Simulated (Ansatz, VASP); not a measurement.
**AgB2: VASP beside Ansatz**

The input INCAR:

```
SYSTEM = AgB2
  PREC = Accurate
  ENCUT = 520
  EDIFF = 1E-8
  ISMEAR = -1
  SIGMA = 0.05
  LREAL = .FALSE.
  LASPH = .TRUE.
  NELM = 100
  ALGO = Normal
  ISIF = 2
  LWAVE = .FALSE.
  LCHARG = .FALSE.
  GGA = PS
  LEFG = .TRUE.
  NBANDS = 16
```

The input KPOINTS:

```
Automatic mesh
0
G
  16 16 13
  0 0 0
```

POSCAR

```
AgB2
1.0
    2.9700016241      0.0000000000      0.0000000000
   -1.4850008121      2.5720968558      0.0000000000
    0.0000000000      0.0000000000      3.2400000000
Ag B
1 2
Direct
    0.0000000000      0.0000000000      0.0000000000
    0.3333333333      0.6666666667      0.5000000000
    0.6666666667      0.3333333333      0.5000000000
```

Input for Ansatz:

```yaml
crystal:
  lattice:
    - [2.9700016241, 0.0, 0.0]
    - [-1.4850008121, 2.5720968558, 0.0]
    - [0.0, 0.0, 3.24]
  atoms:
    - { symbol: Ag, position: [0.0, 0.0, 0.0] }
    - { symbol: B, position: [0.3333333333, 0.6666666667, 0.5] }
    - { symbol: B, position: [0.6666666667, 0.3333333333, 0.5] }
kpoints:
  mp_grid: { grid: [16, 16, 13] }
scf:
  occupations: { method: fermi_dirac, width: 0.05 }
hamiltonian:
  xc: pbesol
  pseudopotentials: { kind: paw }
output:
  forces: true
  stress: true
  eigenvalues: true
  efg: { contact_densities: true }
```

Change from the starting cell: equal xx and yy strain of -1 %, PAW files.

Alike in both runs: task electric field gradients; functional PBEsol; k mesh 16 × 16 × 13; occupations fermi-dirac, width 0.05 eV; no spin polarisation.

|  | VASP | Ansatz |
| --- | --- | --- |
| version | VASP 6.6.1 | Ansatz 0.2.0 |
| potentials or method | VASP PAW PBE potentials, release 64 (Ag, B) | PAW with Ansatz's default frozen-core files, scalar-relativistic |
| plane-wave cutoff (eV) | 520 | 420 |
| valence electrons in the cell | 17 | 25 |

Ansatz gave:

- pressure (GPa): 54.7
- largest component of the traceless stress (GPa): 19.92
- Vzz of the field gradient on the site that differs most (V/Å²): 27.0

Q: Which values does VASP return?

A: Pressure (GPa): 54.8; largest component of the traceless stress (GPa): 19.77; Vzz of the field gradient on the site that differs most (V/Å²): 30.3.

The two sets of potentials don't hold the same shells in valence. Ansatz warned: «gradients_without_spin_orbit».

Caveats: so large a pressure means that the cell lies far from this level's equilibrium, or that cutoff or potentials fall short (VASP); the potentials were made for another functional, which shifts forces and pressure (VASP).
